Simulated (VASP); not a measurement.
The system is SrTiO3.

```
CELL_PARAMETERS angstrom
3.90528 0.00000 0.00000
0.00000 3.90528 0.00000
0.00000 0.00000 3.90528
ATOMIC_POSITIONS crystal
Sr 0.50000 0.50000 0.50000
Ti 0.00000 0.00000 0.00000
O 0.50000 0.00000 0.00000
O 0.00000 0.50000 0.00000
O 0.00000 0.00000 0.50000
```

- Program: VASP 6.6.1
- Task: relaxation of cell and atoms
- Functional: LDA
- Potentials or basis: VASP PAW LDA potentials, release 64 (Sr_sv, Ti_sv, O)
- Cutoff: 600 eV
- k mesh: 8 × 8 × 8
- Occupations: gaussian, width 0.03 eV
- Spin: no spin polarisation

At the start: pressure -6.7 GPa; volume 11.91 Å³/atom.

Problem. How do energy, volume and symmetry change on relaxing?

Solution. Over 3 steps the energy falls by 8.7 meV/atom and the volume is 11.50 Å³/atom (-3.4 %); space group Pm-3m (No. 221, to 0.05 Å).

The path:
```
step  energy change (eV)  largest force (eV/Å)  pressure (GPa)  volume (Å³)
   1              0.0000                0.0000           -6.66        59.56
   2              0.0079                0.0000            8.11        55.39
   3             -0.0435                0.0000           -0.06        57.52
```

Final structure:
```yaml
crystal:
  lattice:
    - [3.86010, 0.00000, 0.00000]
    - [0.00000, 3.86010, 0.00000]
    - [0.00000, 0.00000, 3.86010]
  atoms:
    - { symbol: Sr, position: [0.50000, 0.50000, 0.50000] }
    - { symbol: Ti, position: [0.00000, 0.00000, 0.00000] }
    - { symbol: O, position: [0.50000, 0.00000, 0.00000] }
    - { symbol: O, position: [0.00000, 0.50000, 0.00000] }
    - { symbol: O, position: [0.00000, 0.00000, 0.50000] }
```
